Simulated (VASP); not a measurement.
Here is the system:

```yaml
crystal:
  lattice:
    - [3.53906, 0.00000, 0.00000]
    - [0.00000, 3.53906, 0.00000]
    - [0.00000, 0.00000, 3.53906]
  atoms:
    - { symbol: Y, position: [0.00000, 0.00000, 0.00000] }
    - { symbol: Si, position: [0.50000, 0.50000, 0.50000] }
```

Level of theory: PBE GGA, VASP's PBE PAW potentials (set 64) (plane waves; VASP 6.6.1). Settings: 400 eV cut-off, Gaussian smearing of 0.050 eV, potentials Y_sv Si.

**Question.** Give the energies of bands 5 to 10 at the high-symmetry points, in eV from the Fermi level.

**Answer.** 
| band | Γ | X | M | R |
|---|---|---|---|---|
| 5 | -9.59 | -7.49 | -7.29 | -5.18 |
| 6 | -0.96 | -4.95 | -2.42 | -3.69 |
| 7 | -0.96 | -0.21 | -2.42 | -3.69 |
| 8 | 1.39 | -0.21 | -0.87 | -3.69 |
| 9 | 1.39 | 0.16 | 1.82 | 3.56 |
| 10 | 1.39 | 4.26 | 1.82 | 3.56 |

It has no gap at this level: it comes out as a metal or semimetal.

The structure was generated: YSi was put into the CsCl type type (Pm-3m), which need not be its known phase. It was relaxed first, which changed the volume by -26 %. The electron count is odd and the run is not spin-polarised, which forces a metal.
